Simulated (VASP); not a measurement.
Input:

```xyz
2
Lattice="0.0000 2.4888 2.4888 2.4888 0.0000 2.4888 2.4888 2.4888 0.0000" Properties=species:S:1:pos:R:3 pbc="T T T"
Y      0.0000     0.0000     0.0000
N      2.4888     2.4888     2.4888
```

The numbers are results of PBE GGA, VASP's PBE PAW potentials (set 64) (plane waves; VASP), not measurements. Run with 520 eV cut-off, 8×8×8 Γ-centred mesh, second-order Methfessel-Paxton smearing of 0.20 eV, potentials Y_sv N.

Q: Give the stress tensor in GPa (positive for a compressed cell).

A: 
```
-6.43   0.00   0.00
 0.00  -6.43   0.00
 0.00   0.00  -6.43
```
The pressure is its mean diagonal, -6.43 GPa.

The compound is YN in the rock salt structure. The cell was not relaxed at this level. The run is one of a series of settings (ISMEAR = 2, SIGMA = 0.2 against the base run), some of them coarse on purpose.
